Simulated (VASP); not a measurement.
Level of theory: MS2 meta-GGA, VASP's PBE PAW potentials (set 64) (plane waves; VASP).

The input files of a VASP run:

File POSCAR:
```
ZrC
1.0
  0.0000000000   2.3500000000   2.3500000000
  2.3500000000   0.0000000000   2.3500000000
  2.3500000000   2.3500000000   0.0000000000
Zr C
1 1
Direct
  0.0000000000   0.0000000000   0.0000000000
  0.5000000000   0.5000000000   0.5000000000
```

### KPOINTS
```
Automatic mesh
0
G
 12 12 12
```

**INCAR**
```
# general
SYSTEM =ZrC
PREC   =Accurate
ENCUT  =520
LREAL  =.False.
LASPH  =.True.

# electronic loop
EDIFF  =1E-6
NELM   =100
ALGO   =Normal
LMAXMIX=4
LMIXTAU=.True.

# smearing
ISMEAR =1
SIGMA  =0.1

# functional
METAGGA=MS2

# ions
IBRION =2
NSW    =60
ISIF   =3
EDIFFG =-0.01

# output
LWAVE  =.False.
LCHARG =.False.
```

POTCAR, in this order: Zr_sv C (PBE.64 set). Program: vasp_std.

Output

File OSZICAR:
```
       N       E                     dE             d eps       ncg     rms          rms(c)
DAV:   1     0.764874002152E+02    0.76487E+02   -0.84339E+03  1728   0.127E+03
DAV:   2    -0.478555914468E+02   -0.12434E+03   -0.11642E+03  2044   0.327E+02
DAV:   3    -0.588960571325E+02   -0.11040E+02   -0.10449E+02  3092   0.713E+01
DAV:   4    -0.591904254880E+02   -0.29437E+00   -0.28906E+00  1984   0.110E+01
DAV:   5    -0.591969713951E+02   -0.65459E-02   -0.65265E-02  2260   0.162E+00    0.518E+01
DAV:   6    -0.181725820856E+02    0.41024E+02   -0.22290E+02  1980   0.820E+01    0.230E+01
DAV:   7    -0.252206464735E+02   -0.70481E+01   -0.20169E+01  2212   0.392E+01    0.165E+01
DAV:   8    -0.228024512834E+02    0.24182E+01   -0.10033E+01  2544   0.334E+01    0.908E+00
DAV:   9    -0.224382870928E+02    0.36416E+00   -0.25842E-01  2108   0.586E+00    0.797E+00
DAV:  10    -0.239065422381E+02   -0.14683E+01   -0.20975E+00  3092   0.162E+01    0.486E+00
DAV:  11    -0.186739248586E+02    0.52326E+01   -0.40552E+00  1788   0.261E+01    0.457E+00
DAV:  12    -0.210178843800E+02   -0.23440E+01   -0.60826E+00  2636   0.209E+01    0.543E+00
DAV:  13    -0.212756409058E+02   -0.25776E+00   -0.44250E-01  2784   0.470E+00    0.512E+00
DAV:  14    -0.212558110395E+02    0.19830E-01   -0.15695E-02  1840   0.158E+00    0.486E+00
DAV:  15    -0.212713935611E+02   -0.15583E-01   -0.14404E-02  2356   0.135E+00    0.458E+00
DAV:  16    -0.213185757856E+02   -0.47182E-01   -0.64346E-02  1780   0.309E+00    0.237E+00
DAV:  17    -0.213264753630E+02   -0.78996E-02   -0.15060E-02  2236   0.127E+00    0.195E+00
DAV:  18    -0.213125846291E+02    0.13891E-01   -0.30264E-02  2472   0.178E+00    0.922E-01
DAV:  19    -0.213091738569E+02    0.34108E-02   -0.54744E-03  1932   0.102E+00    0.173E-01
DAV:  20    -0.213097749271E+02   -0.60107E-03   -0.10336E-02  1752   0.116E+00    0.625E-01
DAV:  21    -0.213103499081E+02   -0.57498E-03   -0.26937E-03  2052   0.745E-01    0.483E-01
DAV:  22    -0.213105826453E+02   -0.23274E-03   -0.23093E-03  1808   0.613E-01    0.162E-01
DAV:  23    -0.213106825598E+02   -0.99915E-04   -0.18749E-04  1900   0.204E-01    0.106E-01
DAV:  24    -0.213105543027E+02    0.12826E-03   -0.44420E-04  2428   0.148E-01    0.516E-02
DAV:  25    -0.213105916307E+02   -0.37328E-04   -0.50786E-05  2224   0.814E-02    0.298E-02
DAV:  26    -0.213105812743E+02    0.10356E-04   -0.11739E-05  1872   0.492E-02    0.242E-02
DAV:  27    -0.213105866504E+02   -0.53761E-05   -0.75690E-06  1816   0.370E-02    0.128E-02
DAV:  28    -0.213105870726E+02   -0.42217E-06   -0.17762E-06  1488   0.165E-02
   1 F= -.21310587E+02 E0= -.21310549E+02  d E =-.213106E+02
       N       E                     dE             d eps       ncg     rms          rms(c)
DAV:   1    -0.213114064314E+02   -0.81978E-03   -0.50885E-02  1760   0.268E+00    0.429E-01
DAV:   2    -0.213105870182E+02    0.81941E-03   -0.33292E-03  1800   0.763E-01    0.148E-01
DAV:   3    -0.213104130924E+02    0.17393E-03   -0.20229E-03  2484   0.326E-01    0.291E-02
DAV:   4    -0.213104908896E+02   -0.77797E-04   -0.49296E-05  2028   0.887E-02    0.284E-02
DAV:   5    -0.213104643773E+02    0.26512E-04   -0.11781E-04  1992   0.101E-01    0.164E-02
DAV:   6    -0.213105121475E+02   -0.47770E-04   -0.61817E-05  1780   0.931E-02    0.430E-03
DAV:   7    -0.213105115091E+02    0.63831E-06   -0.38416E-06  2180   0.187E-02
   2 F= -.21310512E+02 E0= -.21310470E+02  d E =0.755634E-04
       N       E                     dE             d eps       ncg     rms          rms(c)
DAV:   1    -0.213109977903E+02   -0.48564E-03   -0.20640E-02  1760   0.170E+00    0.277E-01
DAV:   2    -0.213106687173E+02    0.32907E-03   -0.13630E-03  1836   0.485E-01    0.952E-02
DAV:   3    -0.213105977902E+02    0.70927E-04   -0.85626E-04  2468   0.205E-01    0.178E-02
DAV:   4    -0.213106184076E+02   -0.20617E-04   -0.22829E-05  2004   0.593E-02    0.182E-02
DAV:   5    -0.213106315204E+02   -0.13113E-04   -0.45969E-05  2032   0.640E-02    0.109E-02
DAV:   6    -0.213106276342E+02    0.38861E-05   -0.21596E-05  1812   0.569E-02    0.209E-03
DAV:   7    -0.213106288853E+02   -0.12510E-05   -0.16725E-06  1708   0.110E-02    0.285E-03
DAV:   8    -0.213106286588E+02    0.22644E-06   -0.17336E-07   892   0.544E-03
   3 F= -.21310629E+02 E0= -.21310589E+02  d E =-.415863E-04
```

OUTCAR:
```
------------------------ aborting loop because EDIFF is reached ----------------------------------------
  FORCE on cell =-STRESS in cart. coord.  units (eV):
  Direction    XX          YY          ZZ          XY          YZ          ZX
  --------------------------------------------------------------------------------------
  Total        0.0010053      0.0010053      0.0010053      0.0000000      0.0000000      0.0000000
  in kB        0.0621425      0.0621425      0.0621425      0.0000000      0.0000000      0.0000000
  external PRESSURE =       0.0621425 kB  Pullay stress =       0.0000000 kB
  volume of cell :       25.92
      direct lattice vectors                 reciprocal lattice vectors
    -0.000000000  2.348874696  2.348874696    -0.212867890  0.212867890  0.212867890
     2.348874696 -0.000000000  2.348874696     0.212867890 -0.212867890  0.212867890
     2.348874696  2.348874696  0.000000000     0.212867890  0.212867890 -0.212867890
 POSITION                                       TOTAL-FORCE (eV/Angst)
 -----------------------------------------------------------------------------------
      0.00000      0.00000      0.00000        -0.000000      0.000000     -0.000000
      2.34887      2.34887      2.34887         0.000000     -0.000000      0.000000
 -----------------------------------------------------------------------------------
    total drift:                                0.000000      0.000000      0.000000
  FREE ENERGIE OF THE ION-ELECTRON SYSTEM (eV)
  ---------------------------------------------------
  free  energy   TOTEN  =       -21.3106286588 eV

  energy  without entropy=      -21.3105104940  energy(sigma->0) =      -21.31058927

 reached required accuracy - stopping structural energy minimisation
```
(Selected blocks of OUTCAR.)

CONTCAR:
```
ZrC
   1.00000000000000
    -0.0000000000000000    2.3488746958366331    2.3488746958366331
     2.3488746958366331   -0.0000000000000000    2.3488746958366331
     2.3488746958366331    2.3488746958366331    0.0000000000000000
  Zr              C
     1     1
Direct
     0.0000000000000000    0.0000000000000000    0.0000000000000000
     0.5000000000000000    0.5000000000000000    0.5000000000000000
```

The compound is ZrC in the rock salt structure. This run relaxes it. Symmetry was kept, so distortions that lower it aren't found.
